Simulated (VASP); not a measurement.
Data:

```xyz
5
Lattice="4.4241 0.0000 0.0000 0.0000 4.4241 0.0000 0.0000 0.0000 4.4241" Properties=species:S:1:pos:R:3 pbc="T T T"
K      2.2121     2.2121     2.2121
Ca     0.0000     0.0000     0.0000
F      0.0000     2.2121     0.0000
F      2.2121     0.0000     0.0000
F      0.0000     0.0000     2.2121
```

These are r2SCAN meta-GGA, VASP's PBE PAW potentials (set 64) (plane waves; VASP 6.6.1) values and carry that method's errors. Numerical set-up: 520 eV cut-off, 6×6×6 Γ-centred mesh, tetrahedra with Blöchl corrections, potentials K_sv Ca_sv F.

Task: Give the energies of bands 12 to 23 at the high-symmetry points, in eV from the valence-band maximum.

Result: 
```
band      Γ      X      M      R
----  -----  -----  -----  -----
12    -0.86  -1.46  -1.58  -1.68
13    -0.86  -0.84  -1.49  -1.32
14    -0.86  -0.76  -1.32  -1.32
15    -0.41  -0.76  -0.70  -1.31
16    -0.41  -0.64  -0.70  -1.31
17    -0.41  -0.64  -0.58  -1.31
18    -0.14  -0.53  -0.58   0.00
19    -0.14  -0.21  -0.40   0.00
20    -0.14  -0.21  -0.01   0.00
21     7.10   9.21  10.22  10.70
22     9.85   9.90  10.48  10.70
23     9.85  10.25  10.48  10.71
```

The gap is indirect, 7.10 eV, from the valence maximum at R to the conduction minimum at Γ.

The structure comes from a computed database's KCaF3 entry (Pm-3m); how it stands against other phases isn't given here. It was relaxed first.
